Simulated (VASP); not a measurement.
Computed with PBEsol GGA, VASP's PBE PAW potentials (set 64) (plane waves; VASP 6.6.1).

VASP ran on this input.

**INCAR**
```
ALGO=Normal
EDIFF=1E-8
ENCUT=520
GGA=PS
IBRION=8
ISMEAR=0
LASPH=.TRUE.
LCHARG=.FALSE.
LEPSILON=.TRUE.
LMAXMIX=4
LREAL=.FALSE.
LWAVE=.FALSE.
NELM=100
NSW=1
PREC=Accurate
SIGMA=0.01
SYSTEM=GaN
```

File POSCAR:
```
GaN
1.0
  0.0000000000   2.2479731852   2.2479731852
  2.2479731852   0.0000000000   2.2479731852
  2.2479731852   2.2479731852   0.0000000000
Ga N
1 1
Direct
  0.0000000000   0.0000000000   0.0000000000
  0.7500000000   0.7500000000   0.7500000000
```

KPOINTS:
```
kpoints
0
gamma
 14 14 14
0 0 0
```

POTCAR, in this order: Ga_d N (PBE.64 set). Program: vasp_std.

Problem. What will the output report for the number of irreducible k-points (NKPTS), number of bands (NBANDS), largest plane-wave count, number of space-group operations, FFT grid (NGX, NGY, NGZ)?

Solution. 
```json
{
  "number of irreducible k-points (NKPTS)": "104",
  "number of bands (NBANDS)": "13",
  "largest_plane_wave_count": "624",
  "number_of_space_group_operations": "24",
  "FFT grid (NGX, NGY, NGZ)": "24 × 24 × 24"
}
```

The structure comes from a computed database's GaN entry (F-43m); how it stands against other phases isn't given here. It was relaxed first.
